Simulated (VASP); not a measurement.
Here is the system:

```xyz
3
Lattice="0.0000 2.9101 2.9101 2.9101 0.0000 2.9101 2.9101 2.9101 0.0000" Properties=species:S:1:pos:R:3 pbc="T T T"
Al     1.4550     1.4550     1.4550
Al     4.3651     4.3651     4.3651
Pt     0.0000     0.0000     0.0000
```

Level of theory: optB88-vdW, VASP's PBE PAW potentials (set 64) (plane waves; VASP). Run with 520 eV cut-off, 9×9×9 Γ-centred mesh, first-order Methfessel-Paxton smearing of 0.10 eV, potentials Al Pt.

Give the stress tensor in GPa (positive for a compressed cell).

```
9.14  0.00  0.00
0.00  9.14  0.00
0.00  0.00  9.14
```
The pressure is its mean diagonal, 9.14 GPa.

The compound is PtAl2 in the fluorite structure. This cell is one point of a volume scan, at 0.94 of the reference volume.
